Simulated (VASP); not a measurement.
Energy against volume of Os (hcp). Method: PBE GGA with D3 dispersion (Becke-Johnson damping), VASP's PBE PAW potentials (set 64) (plane waves; VASP). Settings: 520 eV cut-off, 15×15×9 Γ-centred mesh, first-order Methfessel-Paxton smearing of 0.10 eV, potentials Os.

Shape and ions are relaxed at each volume.

```json
[
 {"V (Å³/atom)": "13.174", "E (eV/atom)": "-11.82306"},
 {"V (Å³/atom)": "13.595", "E (eV/atom)": "-11.88125"},
 {"V (Å³/atom)": "14.015", "E (eV/atom)": "-11.89914"},
 {"V (Å³/atom)": "14.436", "E (eV/atom)": "-11.88328"}
]
```

Problem. Fit these four points and predict the energy of the run at 14.856 Å³/atom.

Solution. A cubic in V^(−2/3), the third-order Birch-Murnaghan form, passes through the four points with V0 = 14.02 Å³/atom and B0 = 427 GPa, and gives -11.8391 eV/atom there. The run gave -11.8392 eV/atom, -0.1 meV/atom from the fit; all five points give B0 = 427 GPa.

The compound is Os in the hcp structure. It was relaxed first.
